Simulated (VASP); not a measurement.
# InAs (relaxed from the NiAs type structure, space group P6_3/mmc): computed properties

All values below come from PBEsol GGA, VASP's PBE PAW potentials (set 64) (plane waves; VASP).

- space group = P6_3/mmc (194)
- cell = a = b = 3.946 Å, c = 6.798 Å, α = β = 90.00°, γ = 120.00°
- volume per atom = 22.91 Å³/atom
- band gap (over mesh and band path) = none (metal, semimetal or under 0.01 eV)
- density = 6.87 g/cm³

```cif
data_As2In2
_chemical_formula_sum 'In2 As2'
_space_group_name_H-M_alt 'P63/mmc'
_space_group_IT_number 194
_space_group_name_Hall '-P 6c 2c'
_cell_length_a 3.94583
_cell_length_b 3.94583
_cell_length_c 6.79781
_cell_angle_alpha 90.000
_cell_angle_beta 90.000
_cell_angle_gamma 120.000
loop_
_atom_site_label
_atom_site_type_symbol
_atom_site_symmetry_multiplicity
_atom_site_Wyckoff_symbol
_atom_site_fract_x
_atom_site_fract_y
_atom_site_fract_z
_atom_site_occupancy
In1 In 2 a 0.00000 0.00000 0.00000 1
As1 As 2 c 0.33333 0.66667 0.25000 1
```

Unless said otherwise, spin-orbit coupling is left out, though it shifts the bands of the heavy elements here.

The structure was generated: InAs was put into the NiAs type type (P6_3/mmc), which need not be its known phase. It was relaxed first, which changed the volume by +6 %. Symmetry was kept, so distortions that lower it aren't found.
